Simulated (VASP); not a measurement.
Input:

```
Pt3Ti
1.0
    3.85889     0.00000     0.00000
    0.00000     3.85889     0.00000
    0.00000     0.00000     3.85889
Ti Pt
1 3
Direct
  0.00000   0.00000   0.00000
  0.00000   0.50000   0.50000
  0.50000   0.00000   0.50000
  0.50000   0.50000   0.00000
```

These are PBEsol GGA, VASP's PBE PAW potentials (set 64) (plane waves; VASP) values and carry that method's errors. Run with 480 eV cut-off, 8×8×8 Γ-centred mesh, first-order Methfessel-Paxton smearing of 0.10 eV, potentials Ti_sv Pt.

Unless said otherwise, spin-orbit coupling is left out, though it shifts the bands of the heavy elements here.

Problem. Predict the energy per atom (σ→0), pressure, band gap (on the k-mesh) with the smallest direct gap where there is one.

Solution. 
```
Property                                                     Value
------------------------  ----------------------------------------
band gap (on the k-mesh)  none (metal, semimetal or under 0.01 eV)
energy per atom (σ→0)                               -8.177 eV/atom
pressure                                                 87.2 kbar
```

Only differences to runs with the same potentials and settings are physical.

The compound is Pt3Ti in the L1_2 structure. This cell was strained or had an atom moved on purpose.
